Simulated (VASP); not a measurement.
Given:

```
CELL_PARAMETERS angstrom
      1.85318    -3.20979     0.00000
      1.85318     3.20979     0.00000
      0.00000     0.00000     5.71303
ATOMIC_POSITIONS crystal
  Tb 0.33333 0.66667 0.25000
  Tb 0.66667 0.33333 0.75000
```

The numbers are results of RPBE GGA, VASP's PBE PAW potentials (set 64) (plane waves; VASP), not measurements. Run with 520 eV cut-off, Gaussian smearing of 0.050 eV, potentials Tb_3.

The 4f electrons are frozen in the core of the lanthanide potential, so 4f levels, which can set the real gap, and their magnetism are missing.

### Question
Predict the band gap (along the path) with the smallest direct gap where there is one.

### Answer

```json
{
  "band gap (along the path)": "none (metal, semimetal or under 0.01 eV)"
}
```

Only differences to runs with the same potentials and settings are physical.

The compound is Tb in the hcp structure. It was relaxed first, which changed the volume by +6 %.
